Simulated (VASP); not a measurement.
# The low-index faces of Be

How do surface energy, work function and relaxation of Be depend on the face?

Method: PBEsol; plane waves and PAW (Be), in VASP 6.6.1.

Report form: the programs' logs are mostly left out.

## 1. The structure

It takes space group P6_3/mmc (No. 194, hexagonal). Conventional cell: a = 2.290 Å, b = 2.290 Å, c = 3.588 Å, α = 90.00°, β = 90.00°, γ = 120.00°. Nearest to Be lie 12 Be at 2.23 to 2.29 Å.

Structure file:

```xyz
2
Lattice="2.2900 0.0000 0.0000 -1.1450 1.9832 0.0000 0.0000 0.0000 3.5884" Properties=species:S:1:pos:R:3 pbc="T T T"
Be    0.0000    0.0000    0.0000
Be    0.0000    1.3221    1.7942
```

## 2. The bulk reference, job relaxation, k-mesh 19×19×11

The bulk crystal is relaxed first, so that the slabs are cut at this functional's lattice.

INCAR reads:

```
SYSTEM = Be
PREC = Accurate
ENCUT = 420
EDIFF = 1E-06
NELM = 120
ISMEAR = 1
SIGMA = 0.15
LREAL = .FALSE.
ALGO = Normal
GGA = PS
NBANDS = 8
LORBIT = 11
LWAVE = .FALSE.
LCHARG = .FALSE.
KPAR = 4
IBRION = 2
NSW = 30
ISIF = 3
EDIFFG = -0.01
POTIM = 0.4
```

POSCAR reads:

```
Be
1.0
    2.2900000000      0.0000000000      0.0000000000
   -1.1450000000      1.9831981747      0.0000000000
    0.0000000000      0.0000000000      3.5884300000
Be
2
Direct
    0.0000000000      0.0000000000      0.0000000000
    0.3333333333      0.6666666667      0.5000000000
```

KPOINTS reads:

```
Automatic mesh
0
Gamma
19 19 11
0 0 0
```

The projector-augmented-wave data sets are Be (PBE family, release 64).

Launch:

```console
$ mpirun -np 4 vasp_std
```

It took 4.6 s on 4 MPI ranks of AMD EPYC 9R45, shared host; peak memory 0.42 GiB.

The PAW data sets were made with PBE, which is usual practice but a small mismatch for other functionals. The run keeps the 24 symmetry operations of its start, so it cannot find a distortion of lower symmetry.

The steps of the relaxation:

```csv
step,energy less that of the first step (eV),largest force (eV/Å),pressure (GPa),volume (Å³)
1,0.0000,0.0000,-4.22,16.30
2,-0.0075,0.0000,-1.40,15.90
3,-0.0085,0.0000,-0.01,15.71
4,-0.0085,0.0000,0.08,15.70
5,-0.0085,0.0000,0.04,15.70
```

```csv
"conventional cell, symmetrised",before,after,change
a (Å),2.290,2.257,-1.5 %
b (Å),2.290,2.257,-1.5 %
c (Å),3.588,3.561,-0.8 %
volume (Å³/atom),8.15,7.85,-3.6 %
```

Final coordinates:

```
Be
1.0
     2.25656    0.00000    0.00000
    -1.12828    1.95424    0.00000
     0.00000    0.00000    3.56123
Be
2
Cartesian
  0.0000 0.0000 0.0000
  0.0000 1.3028 1.7806
```

This step gave:

```yaml
electronic_cycles: 21
electrons: 4
free_energy_toten: -8.000 eV
fermi_energy: 7.133 eV
metallic: yes
```

The run ended after 5 ionic steps, 0.008 eV below its first step, once forces and stress met EDIFFG = -0.01.

Energy at zero smearing: -7.99998 eV.

## 3. The bulk reference, job self-consistent run, k-mesh 23×23×13

INCAR reads:

```
SYSTEM = Be
PREC = Normal
ENCUT = 320
EDIFF = 1E-06
NELM = 120
ISMEAR = 1
SIGMA = 0.15
LREAL = .FALSE.
ALGO = Fast
GGA = PS
NBANDS = 8
LORBIT = 11
LWAVE = .FALSE.
LCHARG = .FALSE.
KPAR = 4
```

POSCAR reads:

```
Be
1.0
    2.2565634702      0.0000000000      0.0000000000
   -1.1282817351      1.9542412905      0.0000000000
    0.0000000000      0.0000000000      3.5612261567
Be
2
Direct
    0.0000000000      0.0000000000      0.0000000000
    0.3333333333      0.6666666667      0.5000000000
```

KPOINTS reads:

```
Automatic mesh
0
Gamma
23 23 13
0 0 0
```

Launch:

```console
$ mpirun -np 4 vasp_std
```

It took 2 s on 4 MPI ranks; peak memory 0.36 GiB.

Numbers from this step:

| Quantity | Value |
| --- | --- |
| electronic cycles | 10 |
| free energy (TOTEN) | -7.995 eV |
| energy at zero smearing | -7.995 eV |
| Fermi energy | 6.992 eV |

Energy at zero smearing: -7.99494 eV.

The run ends at a pressure of 0.15 GPa.

## 4. Relaxing the slab, 8 atoms, face Be(0001)

System of this step: Be(0001). The cell holds 8 atoms: 8 Be. Its edges and angles: a = 2.257 Å, b = 2.257 Å, c = 27.464 Å, α = 90.0°, β = 90.0°, γ = 60.0°. It derives from Be. 8 layers of hcp Be, cut at this functional's lattice. Vacuum lies along c.

All atoms relax at the fixed cell.

INCAR reads:

```
SYSTEM = Be
PREC = Normal
ENCUT = 320
EDIFF = 1E-05
NELM = 120
ISMEAR = 1
SIGMA = 0.15
LREAL = .FALSE.
ALGO = Fast
GGA = PS
NBANDS = 16
LORBIT = 11
LWAVE = .FALSE.
LCHARG = .FALSE.
KPAR = 4
IBRION = 2
NSW = 40
ISIF = 2
EDIFFG = -0.03
POTIM = 0.4
MAXMIX = 40
```

POSCAR reads:

```
Be
1.0
    2.2565634702      0.0000000000      0.0000000000
    1.1282817351      1.9542412904      0.0000000000
    0.0000000000      0.0000000000     27.4642915484
Be
8
Direct
    0.6666666700      0.6666666700      0.2730818700
    0.0000000000      0.0000000000      0.3379156200
    0.6666666700      0.6666666700      0.4027493700
    0.0000000000      0.0000000000      0.4675831200
    0.6666666700      0.6666666700      0.5324168800
    0.0000000000      0.0000000000      0.5972506300
    0.6666666700      0.6666666700      0.6620843800
    0.0000000000      0.0000000000      0.7269181300
```

KPOINTS reads:

```
Automatic mesh
0
Gamma
15 15 1
0 0 0
```

Launch:

```console
$ mpirun -np 4 vasp_std
```

Elapsed: 8 s, on 4 MPI ranks; peak memory 0.56 GiB; 30 s of CPU time.

The run keeps the 12 symmetry operations of its start, so it cannot find a distortion of lower symmetry.

The steps of the relaxation:

| step | energy less that of the first step (eV) | largest force (eV/Å) |
| --- | --- | --- |
| 1 | 0.0000 | 0.1659 |
| 2 | -0.0026 | 0.1327 |
| 3 | -0.0054 | 0.0770 |
| 4 | -0.0068 | 0.0566 |
| 5 | -0.0078 | 0.0446 |
| 6 | -0.0085 | 0.0330 |
| 7 | -0.0088 | 0.0551 |
| 8 | -0.0094 | 0.0461 |
| 9 | -0.0107 | 0.0229 |

The atoms that moved most (Å):

| atom | dx | dy | dz | length |
| --- | --- | --- | --- | --- |
| Be1 | 0.000 | 0.000 | -0.075 | 0.075 |
| Be8 | 0.000 | 0.000 | 0.075 | 0.075 |
| Be2 | 0.000 | 0.000 | -0.016 | 0.016 |
| Be7 | 0.000 | 0.000 | 0.016 | 0.016 |

Final coordinates:

```xyz
8
Lattice="2.2566 0.0000 0.0000 1.1283 1.9542 0.0000 0.0000 0.0000 27.4643" Properties=species:S:1:pos:R:3
Be    2.2566    1.3028    7.4250
Be    0.0000    0.0000    9.2648
Be    2.2566    1.3028   11.0599
Be    0.0000    0.0000   12.8437
Be    2.2566    1.3028   14.6206
Be    0.0000    0.0000   16.4044
Be    2.2566    1.3028   18.1994
Be    0.0000    0.0000   20.0393
```

This step gave:

| Item | Value |
| --- | --- |
| electronic cycles | 50 |
| electrons | 16 |
| free energy (TOTEN) | -30.91 eV |
| energy at zero smearing | -30.90 eV |
| Fermi energy | 0.8358 eV |

The run ended after 9 ionic steps, 0.011 eV below its first step, once the forces on the free atoms met EDIFFG = -0.03.

## 5. Potential and states of the slab, 8 atoms, face Be(0001)

A static run writes the electrostatic potential without exchange and correlation (LVHAR), which is flat in the vacuum and gives the level to count from. The dipole correction cancels the field that unlike faces would set up across the vacuum.

INCAR reads:

```
SYSTEM = Be
PREC = Normal
ENCUT = 320
EDIFF = 1E-06
NELM = 120
ISMEAR = 1
SIGMA = 0.15
LREAL = .FALSE.
ALGO = Fast
GGA = PS
NBANDS = 16
LORBIT = 11
LWAVE = .FALSE.
LCHARG = .TRUE.
KPAR = 4
IDIPOL = 3
LDIPOL = .TRUE.
DIPOL = 0.5 0.5 0.5
LVHAR = .TRUE.
LVACPOTAV = .TRUE.
NEDOS = 1500
```

POSCAR reads:

```
Be
1.0
    2.2565634702      0.0000000000      0.0000000000
    1.1282817351      1.9542412904      0.0000000000
    0.0000000000      0.0000000000     27.4642915484
Be
8
Direct
    0.6666666700      0.6666666700      0.2703523835
    0.0000000000      0.0000000000      0.3373413686
    0.6666666700      0.6666666700      0.4026998086
    0.0000000000      0.0000000000      0.4676515766
    0.6666666700      0.6666666700      0.5323484234
    0.0000000000      0.0000000000      0.5973001914
    0.6666666700      0.6666666700      0.6626586314
    0.0000000000      0.0000000000      0.7296476165
```

KPOINTS is that of step 4.

Launch:

```console
$ mpirun -np 4 vasp_std
```

The job ended after 3.6 s (4 MPI ranks; peak memory 0.49 GiB; 12 s of CPU time).

This step gave:

* electronic cycles: 20
* Fermi energy: 0.8371 eV
* dipole moment: 0, 0, 0 e·Å
* vacuum levels: 6.302, 6.302 eV
* work functions of the upper and lower face: 5.465, 5.465 eV

The planar average of the electrostatic potential oscillates, so the rows of the table below give means over windows of 1.83 Å about each position, cut where the curve ends. Its maxima inside the range that stand out by 2 % of the span (Å: eV): 8.4: -0.845, 10.2: -1.43, 11.9: -1.72, 13.7: -1.76, 15.6: -1.72, 17.3: -1.43, 19.1: -0.845. Its minima: 7.4: -11.1, 9.3: -11.5, 11.1: -11.7, 12.8: -11.9, 14.6: -11.9, 16.4: -11.7, 18.2: -11.5, 20.0: -11.1.

Zero at the Fermi level. The planar average of the electrostatic potential by height; means over each step:

height (Å), planar average of the electrostatic potential (eV) and a bar from the least value:
```
     0.92        5.5 ##############################
     2.75        5.5 ##############################
     4.58        5.4 ##############################
     6.41        0.3 ##################
     8.23       -5.9 ##
    10.07       -6.6 #
    11.89       -6.9 
    13.73       -7.0 
    15.55       -6.9 
    17.38       -6.6 #
    19.21       -6.0 ##
    21.05        0.2 #################
    22.88        5.4 ##############################
    24.70        5.5 ##############################
    26.54        5.5 ##############################
```

Density of states in the PAW spheres, an atom over height of the layer and energy from the Fermi level.

Ten even steps from '0' (0.037 states/eV) to '9' (0.271 states/eV), each cell a mean:
```
20000002
53100135
54211245
53333335
96322369
84211248
64577546
33333333
56766765
22344322
24244242
45644654
23444432
24466442
33433433
13433431
12233221
23344332
01200210
13233231
01222210
03211230
```
Columns: height of the layer (Å) from 7.4 to 20 (not evenly spaced); rows upwards: energy from the Fermi level (eV) from -7.9 to 0.5.

Valence density in the ca plane at fractional y = 0.000, with atoms of Be within 0.2 Å of it. It is the smooth field of the valence electrons, not physical close to the nuclei.

Values in e/Å³, 5 rows by 16 columns, each cell a mean:
```
0.19 0.27 0.29 0.24 0.23 0.29 0.28 0.20 0.27 0.28 0.23 0.16 0.06 0.01 0.00 0.00
0.26 0.26 0.26 0.26 0.26 0.26 0.26 0.26 0.26 0.26 0.25 0.23 0.06 0.01 0.00 0.00
0.26 0.25 0.25 0.26 0.26 0.25 0.25 0.26 0.25 0.25 0.25 0.23 0.06 0.01 0.00 0.00
0.25 0.27 0.27 0.26 0.26 0.28 0.27 0.25 0.27 0.27 0.25 0.21 0.06 0.01 0.00 0.00
0.15 0.27 0.29 0.22 0.21 0.29 0.28 0.15 0.27 0.28 0.22 0.12 0.06 0.01 0.00 0.00
```
Columns run along c (16.0 Å, from fractional 0.33 to 0.91 of the cell), rows up along a (2.3 Å). Atoms in or near the plane, at fractional coordinates: Be at (0.34, 0.00), Be at (0.47, 0.00), Be at (0.60, 0.00), Be at (0.73, 0.00).

The map of layer states is cut here 0.5 eV above the Fermi level, so it leaves out the states above that.

The vacuum level lies 5.46 eV above the Fermi level at the upper face; both faces agree, as the slab has next to no dipole.

The program found no field-free point at its default tolerance, but its printed level agrees with the flat part of the planar average.

On this mesh the fine structure of the density of states is sampling noise, and high empty states may be cut by the number of bands.

## 6. Surface relaxation, 12 atoms, face Be(10-10)

System of this step: Be(10-10). The cell holds 12 atoms: 12 Be. Its edges and angles: a = 2.257 Å, b = 3.561 Å, c = 25.423 Å, α = 90.0°, β = 90.0°, γ = 90.0°. It derives from Be. 12 layers of hcp Be, cut at this functional's lattice. Vacuum lies along c.

INCAR reads:

```
SYSTEM = Be
PREC = Normal
ENCUT = 320
EDIFF = 1E-05
NELM = 120
ISMEAR = 1
SIGMA = 0.15
LREAL = .FALSE.
ALGO = Fast
GGA = PS
NBANDS = 24
LORBIT = 11
LWAVE = .FALSE.
LCHARG = .FALSE.
KPAR = 4
IBRION = 2
NSW = 40
ISIF = 2
EDIFFG = -0.03
POTIM = 0.4
MAXMIX = 40
```

POSCAR reads:

```
Be
1.0
    2.2565634702      0.0000000000      0.0000000000
    0.0000000000      3.5612261567      0.0000000000
    0.0000000000      0.0000000000     25.4226202157
Be
12
Direct
    0.0000000000      0.0000000000      0.2950128600
    0.5000000000      0.0000000000      0.3718830400
    0.5000000000      0.5000000000      0.3206362600
    0.0000000000      0.0000000000      0.4487532200
    0.0000000000      0.5000000000      0.3975064300
    0.5000000000      0.0000000000      0.5256233900
    0.5000000000      0.5000000000      0.4743766100
    0.0000000000      0.0000000000      0.6024935700
    0.0000000000      0.5000000000      0.5512467800
    0.5000000000      0.0000000000      0.6793637400
    0.5000000000      0.5000000000      0.6281169600
    0.0000000000      0.5000000000      0.7049871400
```

KPOINTS reads:

```
Automatic mesh
0
Gamma
13 9 1
0 0 0
```

Launch:

```console
$ mpirun -np 4 vasp_std
```

The job ended after 30 s (4 MPI ranks; peak memory 0.66 GiB; 1.9 min of CPU time).

The run keeps the 8 symmetry operations of its start, so it cannot find a distortion of lower symmetry.

Relaxation path:

| step | energy less that of the first step (eV) | largest force (eV/Å) |
| --- | --- | --- |
| 1 | 0.0000 | 0.4021 |
| 2 | -0.0248 | 0.3305 |
| 3 | -0.0639 | 0.1278 |
| 4 | -0.0657 | 0.1411 |
| 5 | -0.0706 | 0.0671 |
| 6 | -0.0717 | 0.0578 |
| 7 | -0.0718 | 0.0577 |
| 8 | -0.0730 | 0.0504 |
| 9 | -0.0755 | 0.0432 |
| 10 | -0.0754 | 0.0895 |
| 11 | -0.0763 | 0.0650 |
| 12 | -0.0776 | 0.0515 |
| 13 | -0.0790 | 0.0239 |

The atoms that moved most (Å):

| atom | dx | dy | dz | length |
| --- | --- | --- | --- | --- |
| Be1 | 0.000 | 0.000 | 0.146 | 0.146 |
| Be12 | 0.000 | 0.000 | -0.146 | 0.146 |
| Be2 | 0.000 | 0.000 | 0.078 | 0.078 |
| Be11 | 0.000 | 0.000 | -0.078 | 0.078 |
| Be9 | 0.000 | 0.000 | -0.042 | 0.042 |
| Be4 | 0.000 | 0.000 | 0.042 | 0.042 |
| Be7 | 0.000 | 0.000 | -0.023 | 0.023 |
| Be6 | 0.000 | 0.000 | 0.023 | 0.023 |

The relaxed structure:

```xyz
12
Lattice="2.2566 0.0000 0.0000 0.0000 3.5612 0.0000 0.0000 0.0000 25.4226" Properties=species:S:1:pos:R:3
Be    0.0000    0.0000    7.6462
Be    1.1283    0.0000    9.5325
Be    1.1283    1.7806    8.1422
Be    0.0000    0.0000   11.4503
Be    0.0000    1.7806   10.0870
Be    1.1283    0.0000   13.3861
Be    1.1283    1.7806   12.0365
Be    0.0000    0.0000   15.3356
Be    0.0000    1.7806   13.9723
Be    1.1283    0.0000   17.2804
Be    1.1283    1.7806   15.8901
Be    0.0000    1.7806   17.7764
```

This step gave:

| Property | Result |
| --- | --- |
| electronic cycles | 68 |
| electrons | 24 |
| free energy (TOTEN) | -45.86 eV |
| energy at zero smearing | -45.86 eV |
| Fermi energy | 0.6883 eV |

The run ended after 13 ionic steps, 0.079 eV below its first step, once the forces on the free atoms met EDIFFG = -0.03.

## 7. Potential and states of the slab, 12 atoms, face Be(10-10)

INCAR reads:

```
SYSTEM = Be
PREC = Normal
ENCUT = 320
EDIFF = 1E-06
NELM = 120
ISMEAR = 1
SIGMA = 0.15
LREAL = .FALSE.
ALGO = Fast
GGA = PS
NBANDS = 24
LORBIT = 11
LWAVE = .FALSE.
LCHARG = .TRUE.
KPAR = 4
IDIPOL = 3
LDIPOL = .TRUE.
DIPOL = 0.5 0.5 0.5
LVHAR = .TRUE.
LVACPOTAV = .TRUE.
NEDOS = 1500
```

POSCAR reads:

```
Be
1.0
    2.2565634702      0.0000000000      0.0000000000
    0.0000000000      3.5612261567      0.0000000000
    0.0000000000      0.0000000000     25.4226202157
Be
12
Direct
    0.0000000000      0.0000000000      0.3007644602
    0.5000000000      0.0000000000      0.3749616394
    0.5000000000      0.5000000000      0.3202745344
    0.0000000000      0.0000000000      0.4503973287
    0.0000000000      0.5000000000      0.3967727167
    0.5000000000      0.0000000000      0.5265427352
    0.5000000000      0.5000000000      0.4734572648
    0.0000000000      0.0000000000      0.6032272833
    0.0000000000      0.5000000000      0.5496026713
    0.5000000000      0.0000000000      0.6797254656
    0.5000000000      0.5000000000      0.6250383606
    0.0000000000      0.5000000000      0.6992355398
```

KPOINTS is that of step 6.

Launch:

```console
$ mpirun -np 4 vasp_std
```

Elapsed: 9.4 s, on 4 MPI ranks; peak memory 0.63 GiB.

Numbers from this step:

```yaml
electronic_cycles: 22
fermi_energy: 0.6881 eV
vacuum_levels: 5.284, 5.284 eV
work_functions_of_the_upper_and_lower_face: 4.596, 4.596 eV
```

Zero at the Fermi level. The planar average of the electrostatic potential by height:

```csv
height (Å),planar average of the electrostatic potential (eV)
0.0,4.60
0.5,4.60
1.0,4.60
1.5,4.60
2.0,4.60
2.5,4.60
3.0,4.60
3.5,4.60
4.0,4.60
4.5,4.59
5.0,4.57
5.5,4.50
6.0,4.24
6.5,3.24
7.0,-0.0301
7.5,-7.33
8.0,-10.8
8.5,-5.41
9.0,-3.32
9.5,-8.67
10.0,-10.0
10.5,-4.82
11.0,-4.28
11.5,-9.23
12.0,-9.12
12.5,-4.23
13.0,-5.12
13.5,-9.94
14.0,-8.49
14.5,-3.51
15.0,-5.77
15.5,-10.7
16.0,-7.91
16.5,-2.80
17.0,-6.36
17.5,-11.2
18.0,-6.40
18.5,0.767
19.0,3.48
19.5,4.30
20.0,4.52
20.5,4.58
21.0,4.59
21.5,4.60
22.0,4.60
22.5,4.60
23.0,4.60
23.5,4.60
24.0,4.60
24.5,4.60
25.0,4.60
```

Density of states in the PAW spheres, an atom over height of the layer and energy from the Fermi level.

Ten even steps from '_' (0.040 states/eV) to '@' (0.261 states/eV), each cell a mean:
```
++__::____________::__++
==..::__..____..__::..==
----....--....--....----
::--::..::....::..::--::
--++::--::::::::--::++--
==**::------------::**==
**##--++--====--++--##**
%%@@****++****++****@@%%
****====--====--====****
%%**++++++****++++++**%%
==--==++++====++++==--==
----++++++++++++++++----
----================----
::--====++++++++====--::
::::----========----::::
::::====--------====::::
::::----------------::::
::::----========----::::
::::----::::::::----::::
__....::::::::::::....__
..::----------------::..
....::::::::::::::::....
```
Columns: height of the layer (Å) from 7.6 to 17.8 (not evenly spaced); rows upwards: energy from the Fermi level (eV) from -7.9 to 0.5.

Valence density in the ca plane at fractional y = 0.000, with atoms of Be within 0.2 Å of it. It is the smooth field of the valence electrons, not physical close to the nuclei.

Values in e/Å³, 5 rows by 16 columns, each cell a mean:
```
0.14 0.22 0.25 0.29 0.22 0.24 0.25 0.28 0.20 0.25 0.26 0.18 0.03 0.00 0.00 0.00
0.19 0.30 0.23 0.24 0.26 0.29 0.21 0.25 0.26 0.28 0.20 0.16 0.03 0.00 0.00 0.00
0.20 0.31 0.19 0.21 0.25 0.29 0.17 0.22 0.26 0.28 0.15 0.15 0.03 0.00 0.00 0.00
0.18 0.28 0.25 0.27 0.25 0.27 0.24 0.27 0.25 0.27 0.24 0.17 0.03 0.00 0.00 0.00
0.11 0.18 0.25 0.29 0.18 0.22 0.25 0.29 0.17 0.23 0.26 0.18 0.03 0.00 0.00 0.00
```
Columns run along c (16.0 Å, from fractional 0.27 to 0.90 of the cell), rows up along a (2.3 Å). Atoms in or near the plane, at fractional coordinates: Be at (0.30, 0.00), Be at (0.37, 0.50), Be at (0.45, 0.00), Be at (0.53, 0.50), Be at (0.60, 0.00), Be at (0.68, 0.50).

The map of layer states is cut here 0.5 eV above the Fermi level, so it leaves out the states above that.

The vacuum level lies 4.60 eV above the Fermi level at the upper face; both faces agree, as the slab has next to no dipole.

The program found no field-free point at its default tolerance, but its printed level agrees with the flat part of the planar average.

On this mesh the fine structure of the density of states is sampling noise, and high empty states may be cut by the number of bands.

## 8. The faces side by side

This step: surfaces of a metal, PBEsol; plane waves and PAW (VASP 6.6.1).

Derived from the runs above.

Symmetric slabs, all atoms free. All faces:

| face | layers | area a surface atom (Å²) | work function (eV) | surface energy as cut (J/m²) | surface energy relaxed (J/m²) | change of the top spacing (%) |
| --- | --- | --- | --- | --- | --- | --- |
| Be(0001) | 8 | 4.41 | 5.465 | 1.972 | 1.953 | 3.32 |
| Be(10-10) | 12 | 8.036 | 4.596 | 2.18 | 2.101 | -23.86 |

Each surface energy is the slab's energy less its number of atoms times the bulk energy of -3.9975 eV, over twice the cell's area.

## 9. Outcome

```yaml
be_0001: 1.95 J/m², 5.46 eV
be_10_10: 2.10 J/m², 4.60 eV
```

In words: The cheapest face is Be(0001) at 1.95 J/m², against 2.10 for Be(10-10). The work functions are 5.46 eV for Be(0001) and 4.60 eV for Be(10-10). The densest face has the highest work function, as the smoothing of the electron density over an open face lowers the surface dipole. The densest face is also the cheapest, since it cuts the fewest bonds an area. The top spacing changes by +3.3 % on Be(0001) and -23.9 % on Be(10-10). Of the two ends of the prism face, the one with the short outer spacing was run. One thickness was run for each face, and bulk and slab meshes don't match, which leaves some hundredths of a J/m². The cells are 1 × 1 and can't reconstruct.

[Lines on the potential files, build, host, timing and source positions are cut from VASP's logs without a mark.]

[Logs are printed without paths, hosts, clocks, repeated set-up lines and the standing remarks that a program may print on its own settings, such as how far it seeks lower states.]

[Hosts, paths, dates, database ids (printed as entryN), source tags and the programs' standing remarks are cut or masked in the printed files.]

[Runs that stopped without an error message from VASP are left out.]
